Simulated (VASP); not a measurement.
```yaml
crystal:
  lattice:
    - [0.00000, 3.03439, 3.03439]
    - [3.03439, 0.00000, 3.03439]
    - [3.03439, 3.03439, 0.00000]
  atoms:
    - { symbol: Cu, position: [0.00000, 0.00000, 0.00000] }
    - { symbol: I, position: [0.25000, 0.25000, 0.25000] }
```

The numbers are results of RPBE GGA, VASP's PBE PAW potentials (set 64) (plane waves; VASP), not measurements. Run with 520 eV cut-off, 7×7×7 Γ-centred mesh, Gaussian smearing of 0.050 eV, potentials Cu I.

Unless said otherwise, spin-orbit coupling is left out, though it shifts the bands of the heavy elements here.

Q: Predict the energy per atom (σ→0), pressure, band gap (on the k-mesh) with the smallest direct gap where there is one.

A: 
```
Quantity                                      Value
-----------------------------------  --------------
band gap (on the k-mesh)                    1.27 eV
smallest direct gap (on the k-mesh)         1.27 eV
energy per atom (σ→0)                -2.419 eV/atom
pressure                                   2.27 GPa
```

The absolute energy has meaning only against runs of the same code, potentials and settings.

The compound is CuI in the zinc blende structure. This cell is one point of a volume scan, at 0.94 of the reference volume.
